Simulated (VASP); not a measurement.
The input files of a VASP run:

### POSCAR
```
TiSe2
1.0
  1.7370218490  -3.0086101630   0.0000000000
  1.7370218490   3.0086101630   0.0000000000
  0.0000000000   0.0000000000   6.0235941790
Ti Se
1 2
Cartesian
  0.0000000000   0.0000000000   0.0000000000
  1.7370218490   1.0028720601   1.5470080866
  1.7370218490  -1.0028720601   4.4765860924
```

File KPOINTS:
```
K-points
0
gamma
9 9 5
0 0 0
```

### INCAR
```
ALGO = Normal   ! blocked Davidson
EDIFF = 1E-6
ISMEAR = 1
LCHARG = .False.
PARAM2 = 0.22
AGGAC = 0.0
LMAXMIX = 4   ! l cut-off of mixed one-centre charges
LASPH = .True.
LWAVE = .False.
ENCUT = 520   ! plane-wave cut-off (eV)
IBRION = 2
LUSE_VDW = .True.
SYSTEM = TiSe2
PREC = Accurate
ISIF = 3   ! ions, shape and volume
NELM = 100   ! most electronic steps
NSW = 60   ! most ionic steps
SIGMA = 0.1   ! width (eV)
GGA = BO
PARAM1 = 0.1833333333
EDIFFG = -0.02
LREAL = .False.   ! projection in real space or not
```

POTCAR, in this order: Ti_sv Se (PBE.64 set). Program: vasp_std.

### Question
Write an equivalent input for Quantum ESPRESSO's pw.x.

### Answer
One equivalent input (not run):
```
&CONTROL
  calculation = 'vc-relax'
  pseudo_dir = './pseudo'
  outdir = './out'
  tprnfor = .true.
  tstress = .true.
  nstep = 60
  forc_conv_thr = 0.00078
/
&SYSTEM
  ibrav = 0
  nat = 3
  ntyp = 2
  ecutwfc = 86
  occupations = 'smearing'
  smearing = 'methfessel-paxton'
  degauss = 0.00735
  input_dft = 'vdw-df-obk8'
/
&ELECTRONS
  conv_thr = 7.3e-08
  electron_maxstep = 100
/
&IONS
/
&CELL
/
ATOMIC_SPECIES
  Ti 47.867 Ti.upf
  Se 78.971 Se.upf
CELL_PARAMETERS angstrom
     1.7370218   -3.0086102    0.0000000
     1.7370218    3.0086102   -0.0000000
    -0.0000000    0.0000000    6.0235942
ATOMIC_POSITIONS crystal
  Ti   0.0000000  0.0000000  0.0000000
  Se   0.3333330  0.6666670  0.2568248
  Se   0.6666670  0.3333330  0.7431752
K_POINTS automatic
  9 9 5 0 0 0
```
What does not carry over: the potentials are each code's own (VASP's PAW set, PseudoDojo norm-conserving files in pw.x), so ENCUT and ecutwfc are chosen apart and not converted; conv_thr bounds pw.x's estimated SCF error, while EDIFF bounds the energy change between steps; forc_conv_thr acts on force components and is met together with etot_conv_thr.

The compound is TiSe2 in the 1T layered structure. This run relaxes it. Symmetry was kept, so distortions that lower it aren't found. The start is the result of an earlier pass.
